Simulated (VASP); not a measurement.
Computed with PBEsol GGA, VASP's PBE PAW potentials (set 64) (plane waves; VASP).

VASP input:

**INCAR**
```
ALGO=Normal
EDIFF=1E-6
EDIFFG=-0.02
ENCUT=500
GGA=PS
IBRION=2
ISIF=3
ISMEAR=0
LASPH=.TRUE.
LCHARG=.FALSE.
LMAXMIX=4
LREAL=.FALSE.
LWAVE=.FALSE.
NELM=100
NSW=40
PREC=Accurate
PSTRESS=200
SIGMA=0.05
SYSTEM=CuI
```

POSCAR:
```
CuI
1
   -0.0000000000     2.7554496232     2.7554496232
    2.7554496232    -0.0000000000     2.7554496232
    2.7554496232     2.7554496232    -0.0000000000
Cu I
1 1
Direct
  1.0000000000   1.0000000000   1.0000000000
  0.2500000000   0.2500000000   0.2500000000
```

### KPOINTS
```
Automatic mesh
0
Gamma
8 8 8
0 0 0
```

POTCAR, in this order: Cu I (PBE.64 set). Program: vasp_std.

Output

File OSZICAR:
```
       N       E                     dE             d eps       ncg     rms          rms(c)
DAV:   1     0.106305522580E+03    0.10631E+03   -0.81738E+03   762   0.159E+03
DAV:   2     0.121397652213E+01   -0.10509E+03   -0.99447E+02   764   0.273E+02
DAV:   3    -0.612726798041E+01   -0.73412E+01   -0.72555E+01  1023   0.851E+01
DAV:   4    -0.634679036430E+01   -0.21952E+00   -0.21944E+00   897   0.127E+01
DAV:   5    -0.635485709935E+01   -0.80667E-02   -0.80666E-02  1117   0.265E+00    0.852E+00
DAV:   6    -0.618849085938E+01    0.16637E+00   -0.83162E+00   774   0.946E+01    0.561E+00
DAV:   7    -0.580028698827E+01    0.38820E+00   -0.18681E+00   894   0.558E+01    0.271E+00
DAV:   8    -0.579979208477E+01    0.49490E-03   -0.12315E-01  1132   0.762E+00    0.826E-01
DAV:   9    -0.579032300884E+01    0.94691E-02   -0.41517E-02   889   0.724E+00    0.242E-01
DAV:  10    -0.579057251709E+01   -0.24951E-03   -0.19382E-03  1010   0.529E-01    0.180E-01
DAV:  11    -0.579052043594E+01    0.52081E-04   -0.62285E-04   984   0.929E-01    0.597E-02
DAV:  12    -0.579052190502E+01   -0.14691E-05   -0.93043E-05  1118   0.153E-01    0.381E-02
DAV:  13    -0.579052247390E+01   -0.56888E-06   -0.90225E-07   613   0.207E-02
   1 F= -.56744058E+00 E0= -.56744058E+00  d E =-.567441E+00
       N       E                     dE             d eps       ncg     rms          rms(c)
DAV:   1    -0.581692843118E+01   -0.26407E-01   -0.75487E-02   794   0.766E+00    0.546E-01
DAV:   2    -0.581412435922E+01    0.28041E-02   -0.45424E-02   824   0.796E+00    0.238E-01
DAV:   3    -0.581230770070E+01    0.18167E-02   -0.93872E-03   819   0.372E+00    0.976E-02
DAV:   4    -0.581213290155E+01    0.17480E-03   -0.51869E-04   916   0.276E-01    0.285E-02
DAV:   5    -0.581212558109E+01    0.73205E-05   -0.18224E-05  1142   0.117E-01    0.231E-02
DAV:   6    -0.581212165372E+01    0.39274E-05   -0.36477E-06   982   0.330E-02    0.574E-03
DAV:   7    -0.581212136643E+01    0.28730E-06   -0.98113E-07   462   0.339E-02
   2 F= -.56702882E+00 E0= -.56702882E+00  d E =0.411762E-03
       N       E                     dE             d eps       ncg     rms          rms(c)
DAV:   1    -0.579700454408E+01    0.15117E-01   -0.57422E-02   779   0.666E+00    0.481E-01
DAV:   2    -0.579496912188E+01    0.20354E-02   -0.35970E-02   824   0.695E+00    0.215E-01
DAV:   3    -0.579347978205E+01    0.14893E-02   -0.74609E-03   824   0.337E+00    0.826E-02
DAV:   4    -0.579335565667E+01    0.12413E-03   -0.39838E-04   824   0.182E-01    0.275E-02
DAV:   5    -0.579334866688E+01    0.69898E-05   -0.19503E-05  1051   0.143E-01    0.213E-02
DAV:   6    -0.579334630789E+01    0.23590E-05   -0.40324E-06  1032   0.249E-02    0.714E-03
DAV:   7    -0.579334591687E+01    0.39102E-06   -0.79806E-07   390   0.404E-02
   3 F= -.56742339E+00 E0= -.56742339E+00  d E =0.171922E-04
       N       E                     dE             d eps       ncg     rms          rms(c)
DAV:   1    -0.579213265911E+01    0.12136E-02   -0.24230E-04   809   0.432E-01    0.310E-02
DAV:   2    -0.579212417197E+01    0.84871E-05   -0.14307E-04   834   0.442E-01    0.135E-02
DAV:   3    -0.579211829740E+01    0.58746E-05   -0.29757E-05   814   0.212E-01    0.569E-03
DAV:   4    -0.579211779764E+01    0.49977E-06   -0.15771E-06   448   0.138E-02
   4 F= -.56743213E+00 E0= -.56743213E+00  d E =0.845621E-05
```

OUTCAR:
```
------------------------ aborting loop because EDIFF is reached ----------------------------------------
  FORCE on cell =-STRESS in cart. coord.  units (eV):
  Direction    XX          YY          ZZ          XY          YZ          ZX
  --------------------------------------------------------------------------------------
  Total        5.1911350      5.1911350      5.1911350     -0.0000000     -0.0000000      0.0000000
  in kB      198.7156882    198.7156882    198.7156882     -0.0000000     -0.0000000      0.0000000
  external PRESSURE =      -1.2843118 kB  Pullay stress =     200.0000000 kB
  volume of cell :       41.85
      direct lattice vectors                 reciprocal lattice vectors
    -0.000000000  2.755731620  2.755731620    -0.181440020  0.181440020  0.181440020
     2.755731620  0.000000000  2.755731620     0.181440020 -0.181440020  0.181440020
     2.755731620  2.755731620 -0.000000000     0.181440020  0.181440020 -0.181440020
  FREE ENERGIE OF THE ION-ELECTRON SYSTEM (eV)
  ---------------------------------------------------
  free  energy   TOTEN  =        -5.7921177976 eV

  energy  without entropy=       -5.7921177976  energy(sigma->0) =       -5.79211780
  enthalpy is  TOTEN    =        -0.5674321258 eV   P V=        5.2246856719

 reached required accuracy - stopping structural energy minimisation
```
(Selected blocks of OUTCAR.)

**CONTCAR**
```
CuI
   1.00000000000000
    -0.0000000000000000    2.7557316203501783    2.7557316203501783
     2.7557316203501783    0.0000000000000000    2.7557316203501783
     2.7557316203501783    2.7557316203501783   -0.0000000000000000
  Cu              I
     1     1
Direct
     0.0000000000000000    0.0000000000000000    0.0000000000000000
     0.2500000000000000    0.2500000000000000    0.2500000000000000
```

File OUTCAR:
```
 val. band max:        7.9361359920   @ k =   0.0000   0.0000   0.0000

 cond. band min:       9.8645639028   @ k =   0.5000   0.5000   0.0000


 Fermi energy:         8.2005102049

 k-point     1 :       0.0000    0.0000    0.0000
  band No.  band energies     occupation
      1      -8.0031      2.00000
      2       2.6412      2.00000
      3       2.6412      2.00000
      4       2.6412      2.00000
      5       4.5102      2.00000
      6       4.5102      2.00000
      7       7.9361      2.00000
      8       7.9361      2.00000
      9       7.9361      2.00000
     10       9.8874      0.00000
     11      12.3461      0.00000
     12      12.3461      0.00000
     13      12.3461      0.00000

 k-point     2 :       0.1250    0.0000    0.0000
  band No.  band energies     occupation
      1      -7.8699      2.00000
      2       2.3486      2.00000
      3       2.6622      2.00000
      4       2.6622      2.00000
      5       4.4977      2.00000
      6       4.4977      2.00000
      7       6.8727      2.00000
      8       7.7050      2.00000
      9       7.7050      2.00000
     10      10.5576      0.00000
     11      12.5812      0.00000
     12      12.6769      0.00000
     13      12.6769      0.00000

 k-point     3 :       0.2500    0.0000    0.0000
  band No.  band energies     occupation
      1      -7.5155      2.00000
      2       1.5579      2.00000
      3       2.7066      2.00000
      4       2.7066      2.00000
      5       4.4887      2.00000
      6       4.4887      2.00000
      7       5.5938      2.00000
      8       7.2314      2.00000
      9       7.2314      2.00000
     10      10.5463      0.00000
     11      13.1188      0.00000
     12      13.1188      0.00000
     13      14.0912      0.00000

 k-point     4 :       0.3750    0.0000    0.0000
  band No.  band energies     occupation
      1      -7.0989      2.00000
      2       0.6555      2.00000
      3       2.7394      2.00000
...
```

Unless said otherwise, spin-orbit coupling is left out, though it shifts the bands of the heavy elements here.

The compound is CuI in the zinc blende structure. This run relaxes it under an external pressure of 20 GPa. Symmetry was kept, so distortions that lower it aren't found.
